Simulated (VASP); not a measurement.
**Al: single point with PBE**

Al:

```xyz
1
Lattice="0.0000 2.0203 2.0203 2.0203 0.0000 2.0203 2.0203 2.0203 0.0000" Properties=species:S:1:pos:R:3 pbc="T T T"
Al    0.0000    0.0000    0.0000
```

* Program: VASP 6.6.1
* Task: single point
* Functional: PBE
* Potentials or basis: VASP PAW PBE potentials, release 64 (Al)
* Cutoff: 520 eV
* k mesh: 18 × 18 × 18
* Occupations: gaussian, width 0.3 eV
* Spin: no spin polarisation
* Further INCAR settings: ALGO = Normal; EDIFF = 1e-07

| Property | Result |
| --- | --- |
| Pressure | 0.0 GPa |
| Band gap on the k mesh | none (metal or under the smearing width) |

Levels at points of the mesh, in eV from the Fermi level:
```tsv
k point	band 1	band 2	band 3	band 4
(0.00, 0.00, 0.00)	-11.13	12.63	12.63	12.63
(0.50, 0.00, 0.00)	-4.58	-4.37	11.43	11.43
(0.50, 0.50, 0.00)	-2.91	-1.59	5.27	5.61
```

It took 4.5 s on 1 thread of Intel(R) Xeon(R) 6975P-C (Granite Rapids), with other jobs on the host, peak memory 0.14 GiB.
